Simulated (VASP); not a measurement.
# CdSe: the band gap, functional by functional, part 2 of 3

How does the band gap of CdSe depend on the functional? The starting structure is a cell with measured lattice constants from the literature and the atomic positions of a computed structure of the Materials Project. Cell and atoms stay as given. Meshes and data sets differ where the inputs say so.

VASP 6.6.1.

Results so far: LDA 0.389 eV; PBE 0.636 eV; r2SCAN 1.117 eV.

### 5. Bands with TB-mBJ

Level of this step: TB-mBJ; plane waves and PAW (Cd, Se) (VASP).

TB-mBJ is a local potential fitted to gaps: it costs far less than a hybrid but gives no energy. Its energies, forces and stress mean nothing.

INCAR

```
SYSTEM = CdSe
PREC = Accurate
ENCUT = 350
EDIFF = 1E-06
NELM = 150
ISMEAR = 0
SIGMA = 0.03
LREAL = .FALSE.
ALGO = Normal
METAGGA = MBJ
LASPH = .TRUE.
NBANDS = 21
LORBIT = 11
LWAVE = .FALSE.
LCHARG = .FALSE.
KPAR = 4
```

POSCAR

```
CdSe
1.0
    0.0000000000      3.0250000000      3.0250000000
    3.0250000000      0.0000000000      3.0250000000
    3.0250000000      3.0250000000      0.0000000000
Cd Se
1 1
Direct
    0.0000000000      0.0000000000      0.0000000000
    0.2500000000      0.2500000000      0.2500000000
```

KPOINTS

```
Automatic mesh
0
Gamma
6 6 6
0 0 0
```

KPOINTS_OPT

```
Line mode
10
Line-mode
Reciprocal
  0.00000000   0.00000000   0.00000000 GAMMA
  0.50000000   0.00000000   0.50000000 X

  0.50000000   0.00000000   0.50000000 X
  0.50000000   0.25000000   0.75000000 W

  0.50000000   0.25000000   0.75000000 W
  0.37500000   0.37500000   0.75000000 K

  0.37500000   0.37500000   0.75000000 K
  0.00000000   0.00000000   0.00000000 GAMMA

  0.00000000   0.00000000   0.00000000 GAMMA
  0.50000000   0.50000000   0.50000000 L

  0.50000000   0.50000000   0.50000000 L
  0.62500000   0.25000000   0.62500000 U

  0.62500000   0.25000000   0.62500000 U
  0.50000000   0.25000000   0.75000000 W

  0.50000000   0.25000000   0.75000000 W
  0.50000000   0.50000000   0.50000000 L

  0.50000000   0.50000000   0.50000000 L
  0.37500000   0.37500000   0.75000000 K

  0.62500000   0.25000000   0.62500000 U
  0.50000000   0.00000000   0.50000000 X
```

The projector-augmented-wave data sets are Cd and Se (PBE family, release 64).

Launch:

```
$ mpirun -np 4 vasp_std
```

The log of the run:

```text
[banner, memory and clock lines left out]
running    4 mpi-ranks, on    1 nodes
[...]
[... a notice as in an earlier step ...]

 LDA part: xc-table for (None), standard interpolation
 POSCAR, INCAR and KPOINTS ok, starting setup
[...]
entering main loop
       N       E                     dE             d eps       ncg     rms          rms(c)
DAV:   1     0.483779040764E+03    0.48378E+03   -0.67542E+03   720   0.557E+02
DAV:   2     0.394823026788E+03   -0.88956E+02   -0.84531E+02   780   0.178E+02
DAV:   3     0.391763952592E+03   -0.30591E+01   -0.30454E+01   785   0.337E+01
DAV:   4     0.391753271970E+03   -0.10681E-01   -0.10680E-01   762   0.197E+00
[...]
DAV:  34     0.393950622813E+03   -0.64673E-05   -0.32393E-10   361   0.830E-05    0.330E-04
DAV:  35     0.393950528149E+03   -0.94664E-04   -0.21240E-09   366   0.285E-04    0.186E-04
DAV:  36     0.393950527712E+03   -0.43737E-06   -0.14932E-09   361   0.265E-04
   1 F= 0.39395053E+03 E0= 0.39395053E+03  d E =-.507640E-19
 Start KPOINTS_OPT (optional k-point list driver)
k-point batch [1-16\100]
       N       E                     dE             ncg
DAV:   1     0.841026066399E+02   -0.55397E+04      728
DAV:   2    -0.133464577803E+04   -0.14187E+04      765
DAV:   3    -0.138272136981E+04   -0.48076E+02      810
DAV:   4    -0.138290145501E+04   -0.18009E+00      773
DAV:   5    -0.138290283408E+04   -0.13791E-02      817
DAV:   6    -0.138290285166E+04   -0.17581E-04      776
DAV:   7    -0.138290285190E+04   -0.23891E-06      652
[...]
k-point batch [97-100\100]
       N       E                     dE             ncg
DAV:   1     0.606509273111E+04   -0.20048E+04      184
DAV:   2     0.572527015768E+04   -0.33982E+03      204
DAV:   3     0.571425504222E+04   -0.11015E+02      203
DAV:   4     0.571420966892E+04   -0.45373E-01      193
DAV:   5     0.571420929536E+04   -0.37355E-03      208
DAV:   6     0.571420929061E+04   -0.47566E-05      188
DAV:   7     0.571420929054E+04   -0.66977E-07      176
```

Wall time 30 s (4 MPI ranks of Intel Xeon Platinum 8259CL at 2.50GHz (Skylake/Cascade Lake), shared host); peak memory 0.64 GiB.

From OUTCAR (step 5):

```text
  Total      -29.1986514    -29.1986514    -29.1986514     -0.0000000      0.0000000      0.0000000
  in kB     -845.0204948   -845.0204948   -845.0204948     -0.0000000      0.0000000      0.0000000
  external PRESSURE =    -845.0204948 kB  Pullay stress =       0.0000000 kB

 POSITION                                       TOTAL-FORCE (eV/Angst)
 -----------------------------------------------------------------------------------
      0.00000      0.00000      0.00000        -0.000000      0.000000      0.000000
      1.51250      1.51250      1.51250         0.000000     -0.000000     -0.000000
 -----------------------------------------------------------------------------------
    total drift:                               -0.000004     -0.000004     -0.000004

  FREE ENERGIE OF THE ION-ELECTRON SYSTEM (eV)
  ---------------------------------------------------
  free  energy   TOTEN  =       393.9505277120 eV

  energy  without entropy=      393.9505277120  energy(sigma->0) =      393.95052771

[... 2 parts as in an earlier step ...]

[... 1 further part left out ...]
[key lines of the parts left out:]
E-fermi :   1.4889
```

TB-mBJ gives a direct gap of 1.986 eV. The least gap is +1.597 eV from that of LDA.

### 6. Bands with LDA + spin-orbit coupling

Spin-orbit coupling is switched on in this step.

INCAR

```
SYSTEM = CdSe
PREC = Accurate
ENCUT = 350
EDIFF = 1E-06
NELM = 100
ISMEAR = 0
SIGMA = 0.03
LREAL = .FALSE.
ALGO = Normal
GGA = CA
LNONCOLLINEAR = .TRUE.
MAGMOM = 0 0 0 0 0 0
NBANDS = 30
GGA_COMPAT = .FALSE.
LASPH = .TRUE.
LSORBIT = .TRUE.
LORBIT = 11
LWAVE = .FALSE.
LCHARG = .FALSE.
KPAR = 4
```

POSCAR is that of step 5.

KPOINTS is that of step 5.

KPOINTS_OPT is that of step 5.

Potentials, in the order of the species: Cd and Se (LDA family, release 64).

Launch:

```
$ mpirun -np 4 vasp_ncl
```

The log of the run:

```text
[... set-up lines as in an earlier step ...]
 entering main loop
       N       E                     dE             d eps       ncg     rms          rms(c)
DAV:   1     0.953098925313E+02    0.95310E+02   -0.69061E+03  1352   0.791E+02
DAV:   2    -0.249178227587E+01   -0.97802E+02   -0.93934E+02  1486   0.243E+02
DAV:   3    -0.714964833110E+01   -0.46579E+01   -0.46304E+01  1550   0.538E+01
DAV:   4    -0.717892271840E+01   -0.29274E-01   -0.29268E-01  1512   0.409E+00
[...]
DAV:  11    -0.680385887143E+01    0.59464E-05   -0.10312E-04  1490   0.161E-01    0.298E-02
DAV:  12    -0.680385840188E+01    0.46955E-06   -0.10365E-05  1458   0.331E-02    0.555E-03
DAV:  13    -0.680385816947E+01    0.23241E-06   -0.98689E-07  1316   0.713E-03
   1 F= -.68038582E+01 E0= -.68038582E+01  d E =-.118007E-11  mag=    -0.0000     0.0000    -0.0000
 Start KPOINTS_OPT (optional k-point list driver)
k-point batch [1-22\100]
       N       E                     dE             ncg
DAV:   1     0.374071690755E+02   -0.80037E+04     1376
DAV:   2    -0.205659452142E+04   -0.20940E+04     1514
DAV:   3    -0.214812135277E+04   -0.91527E+02     1580
DAV:   4    -0.214863873313E+04   -0.51738E+00     1514
DAV:   5    -0.214864197207E+04   -0.32389E-02     1516
DAV:   6    -0.214864201319E+04   -0.41125E-04     1558
DAV:   7    -0.214864201392E+04   -0.73137E-06     1268
[...]
k-point batch [89-100\100]
       N       E                     dE             ncg
DAV:   1     0.416080803498E+04   -0.58330E+04      760
DAV:   2     0.305291110045E+04   -0.11079E+04      832
DAV:   3     0.300552313567E+04   -0.47388E+02      908
DAV:   4     0.300527937934E+04   -0.24376E+00      810
DAV:   5     0.300527792186E+04   -0.14575E-02      862
DAV:   6     0.300527790523E+04   -0.16633E-04      838
DAV:   7     0.300527790499E+04   -0.23545E-06      672
```

Elapsed: 36 s, on 4 MPI ranks; peak memory 0.93 GiB; 2.3 min of CPU time.

From OUTCAR (step 6):

```text
  Total       -0.3828786     -0.3828786     -0.3828786     -0.0000000      0.0000000      0.0000000
  in kB      -11.0806574    -11.0806574    -11.0806574     -0.0000000      0.0000000      0.0000000
  external PRESSURE =     -11.0806574 kB  Pullay stress =       0.0000000 kB

 POSITION                                       TOTAL-FORCE (eV/Angst)
 -----------------------------------------------------------------------------------
      0.00000      0.00000      0.00000         0.000000     -0.000000     -0.000000
      1.51250      1.51250      1.51250        -0.000000      0.000000      0.000000
 -----------------------------------------------------------------------------------
    total drift:                               -0.000000     -0.000000     -0.000000

  FREE ENERGIE OF THE ION-ELECTRON SYSTEM (eV)
  ---------------------------------------------------
  free  energy   TOTEN  =        -6.8038581695 eV

  energy  without entropy=       -6.8038581695  energy(sigma->0) =       -6.80385817

 magnetization (x)
# of ion       s       p       d       tot
------------------------------------------
    1        0.000  -0.000   0.000   0.000
    2        0.000  -0.000   0.000  -0.000
--------------------------------------------------
tot          0.000  -0.000   0.000   0.000

 magnetization (y)
# of ion       s       p       d       tot
------------------------------------------
    1        0.000   0.000   0.000   0.000
    2        0.000  -0.000   0.000  -0.000
--------------------------------------------------
tot          0.000   0.000   0.000   0.000

 magnetization (z)
# of ion       s       p       d       tot
------------------------------------------
    1        0.000   0.000   0.000   0.000
    2        0.000   0.000  -0.000   0.000
--------------------------------------------------
tot          0.000   0.000   0.000   0.000

[... 1 part as in an earlier step ...]

[... 2 further parts left out ...]
[key lines of the parts left out:]
E-fermi :   1.2117
```

LDA + spin-orbit coupling gives a direct gap of 0.267 eV. The least gap is -0.122 eV from that of LDA.

### 7. Bands with r2SCAN + spin-orbit coupling

Changes to INCAR since step 6:

```diff
@@ -9,3 +9,4 @@
 ALGO = Normal
-GGA = CA
+METAGGA = R2SCAN
+LASPH = .TRUE.
 LNONCOLLINEAR = .TRUE.
@@ -14,3 +15,2 @@
 GGA_COMPAT = .FALSE.
-LASPH = .TRUE.
 LSORBIT = .TRUE.
```

POSCAR is that of step 6.

KPOINTS is that of step 6.

KPOINTS_OPT is that of step 6.

PAW data sets: Cd and Se (PBE family, release 64).

Launch:

```
$ mpirun -np 4 vasp_ncl
```

The log of the run:

```text
[... set-up lines as in an earlier step ...]
 entering main loop
       N       E                     dE             d eps       ncg     rms          rms(c)
DAV:   1     0.624953932621E+02    0.62495E+02   -0.70502E+03  1360   0.808E+02
DAV:   2    -0.361746941220E+02   -0.98670E+02   -0.94786E+02  1486   0.245E+02
DAV:   3    -0.407774299432E+02   -0.46027E+01   -0.45765E+01  1556   0.540E+01
DAV:   4    -0.408033612142E+02   -0.25931E-01   -0.25926E-01  1518   0.396E+00
[...]
DAV:  12    -0.359336010897E+02    0.24723E-04   -0.57749E-05  1542   0.101E-01    0.392E-02
DAV:  13    -0.359335990632E+02    0.20265E-05   -0.25492E-05  1440   0.524E-02    0.125E-02
DAV:  14    -0.359335994181E+02   -0.35495E-06   -0.13981E-06  1390   0.104E-02
   1 F= -.35933599E+02 E0= -.35933599E+02  d E =-.742008E-13  mag=    -0.0000     0.0000     0.0000
 Start KPOINTS_OPT (optional k-point list driver)
k-point batch [1-22\100]
       N       E                     dE             ncg
DAV:   1    -0.638808765914E+02   -0.81050E+04     1384
DAV:   2    -0.218010988509E+04   -0.21162E+04     1508
DAV:   3    -0.226990348742E+04   -0.89794E+02     1582
DAV:   4    -0.227037431927E+04   -0.47083E+00     1530
DAV:   5    -0.227037753629E+04   -0.32170E-02     1504
DAV:   6    -0.227037758348E+04   -0.47195E-04     1558
DAV:   7    -0.227037758444E+04   -0.95977E-06     1300
[...]
k-point batch [89-100\100]
       N       E                     dE             ncg
DAV:   1     0.410270232622E+04   -0.58911E+04      768
DAV:   2     0.298536963768E+04   -0.11173E+04      824
DAV:   3     0.293895672581E+04   -0.46413E+02      910
DAV:   4     0.293873878137E+04   -0.21794E+00      810
DAV:   5     0.293873734554E+04   -0.14358E-02      842
DAV:   6     0.293873732594E+04   -0.19605E-04      834
DAV:   7     0.293873732560E+04   -0.34111E-06      724
```

The job ended after 2.9 min (4 MPI ranks; peak memory 1.1 GiB).

From OUTCAR (step 7):

```text
  Total        0.7625205      0.7625205      0.7625205      0.0000000      0.0000000     -0.0000000
  in kB       22.0676446     22.0676446     22.0676446      0.0000000      0.0000000     -0.0000000
  external PRESSURE =      22.0676446 kB  Pullay stress =       0.0000000 kB

  FREE ENERGIE OF THE ION-ELECTRON SYSTEM (eV)
  ---------------------------------------------------
  free  energy   TOTEN  =       -35.9335994181 eV

  energy  without entropy=      -35.9335994181  energy(sigma->0) =      -35.93359942

 magnetization (x)
# of ion       s       p       d       tot
------------------------------------------
    1        0.000  -0.000  -0.000  -0.000
    2        0.000   0.000  -0.000   0.000
--------------------------------------------------
tot          0.000  -0.000  -0.000  -0.000

 magnetization (y)
# of ion       s       p       d       tot
------------------------------------------
    1        0.000   0.000   0.000   0.000
    2        0.000   0.000   0.000   0.000
--------------------------------------------------
tot          0.000   0.000   0.000   0.000

[... 4 parts as in an earlier step ...]

[... 1 further part left out ...]
[key lines of the parts left out:]
E-fermi :   1.0316
```

r2SCAN + spin-orbit coupling gives a direct gap of 1.000 eV. The least gap is -0.117 eV from that of r2SCAN.

### 8. Bands with TB-mBJ + spin-orbit coupling

Changes to INCAR since step 7:

```diff
@@ -4,3 +4,3 @@
 EDIFF = 1E-06
-NELM = 100
+NELM = 150
 ISMEAR = 0
@@ -9,3 +9,3 @@
 ALGO = Normal
-METAGGA = R2SCAN
+METAGGA = MBJ
 LASPH = .TRUE.
```

POSCAR is that of step 7.

KPOINTS is that of step 7.

KPOINTS_OPT is that of step 7.

Launch:

```
$ mpirun -np 4 vasp_ncl
```

The log of the run:

```text
[... set-up lines as in an earlier step ...]
 entering main loop
       N       E                     dE             d eps       ncg     rms          rms(c)
DAV:   1     0.492346375827E+03    0.49235E+03   -0.69130E+03  1352   0.790E+02
DAV:   2     0.396000641258E+03   -0.96346E+02   -0.92703E+02  1484   0.241E+02
DAV:   3     0.391729120789E+03   -0.42715E+01   -0.42472E+01  1556   0.514E+01
DAV:   4     0.391704462579E+03   -0.24658E-01   -0.24653E-01  1506   0.380E+00
[...]
DAV:  40     0.393898762713E+03   -0.38478E-04   -0.49712E-10   678   0.131E-04    0.628E-05
DAV:  41     0.393898764609E+03    0.18955E-05   -0.28292E-10   678   0.158E-04    0.353E-05
DAV:  42     0.393898764789E+03    0.18059E-06   -0.43598E-11   678   0.465E-05
   1 F= 0.39389876E+03 E0= 0.39389876E+03  d E =-.180486E-15  mag=    -0.0000    -0.0000    -0.0000
 Start KPOINTS_OPT (optional k-point list driver)
k-point batch [1-22\100]
       N       E                     dE             ncg
DAV:   1     0.212889615894E+03   -0.78283E+04     1392
DAV:   2    -0.184270095617E+04   -0.20556E+04     1520
DAV:   3    -0.192581625803E+04   -0.83115E+02     1606
DAV:   4    -0.192629832348E+04   -0.48207E+00     1538
DAV:   5    -0.192630258253E+04   -0.42591E-02     1540
DAV:   6    -0.192630266199E+04   -0.79456E-04     1526
DAV:   7    -0.192630266396E+04   -0.19673E-05     1374
DAV:   8    -0.192630266404E+04   -0.87158E-07     1040
[...]
k-point batch [89-100\100]
       N       E                     dE             ncg
DAV:   1     0.425964784842E+04   -0.57342E+04      768
DAV:   2     0.317295623424E+04   -0.10867E+04      822
DAV:   3     0.312972223863E+04   -0.43234E+02      910
DAV:   4     0.312950115528E+04   -0.22108E+00      786
DAV:   5     0.312949922149E+04   -0.19338E-02      864
DAV:   6     0.312949918850E+04   -0.32989E-04      826
DAV:   7     0.312949918780E+04   -0.69757E-06      762
```

It took 2 min on 4 MPI ranks; peak memory 1.1 GiB; 7.8 min of CPU time.

Parts of OUTCAR (step 8):

```text
  Total      -29.2133224    -29.2133224    -29.2133224      0.0000000      0.0000000     -0.0000000
  in kB     -845.4450791   -845.4450791   -845.4450791      0.0000000      0.0000000     -0.0000000
  external PRESSURE =    -845.4450791 kB  Pullay stress =       0.0000000 kB

 POSITION                                       TOTAL-FORCE (eV/Angst)
 -----------------------------------------------------------------------------------
      0.00000      0.00000      0.00000        -0.000000      0.000000     -0.000000
      1.51250      1.51250      1.51250         0.000000      0.000000      0.000000
 -----------------------------------------------------------------------------------
    total drift:                                0.000000      0.000000      0.000000

  FREE ENERGIE OF THE ION-ELECTRON SYSTEM (eV)
  ---------------------------------------------------
  free  energy   TOTEN  =       393.8987647894 eV

  energy  without entropy=      393.8987647894  energy(sigma->0) =      393.89876479

 magnetization (x)
# of ion       s       p       d       tot
------------------------------------------
    1        0.000   0.000  -0.000  -0.000
    2        0.000   0.000   0.000   0.000
--------------------------------------------------
tot          0.000   0.000  -0.000   0.000

 magnetization (y)
# of ion       s       p       d       tot
------------------------------------------
    1        0.000  -0.000   0.000  -0.000
    2       -0.000   0.000   0.000   0.000
--------------------------------------------------
tot         -0.000  -0.000   0.000  -0.000

 magnetization (z)
# of ion       s       p       d       tot
------------------------------------------
    1       -0.000   0.000   0.000  -0.000
    2        0.000  -0.000  -0.000  -0.000
--------------------------------------------------
tot         -0.000   0.000   0.000  -0.000

[... 2 parts as in an earlier step ...]

[... 1 further part left out ...]
[key lines of the parts left out:]
E-fermi :   1.5727
```

TB-mBJ + spin-orbit coupling gives a direct gap of 1.874 eV. The least gap is -0.112 eV from that of TB-mBJ.

(Part 2 of 3 ends here.)

[Lines on the potential files, build, host, timing and source positions are cut from VASP's logs without a mark.]

[Logs are printed without paths, hosts, clocks, repeated set-up lines and the standing remarks that a program may print on its own settings, such as how far it seeks lower states.]

[Hosts, paths, dates, database ids (printed as entryN), source tags and the programs' standing remarks are cut or masked in the printed files.]
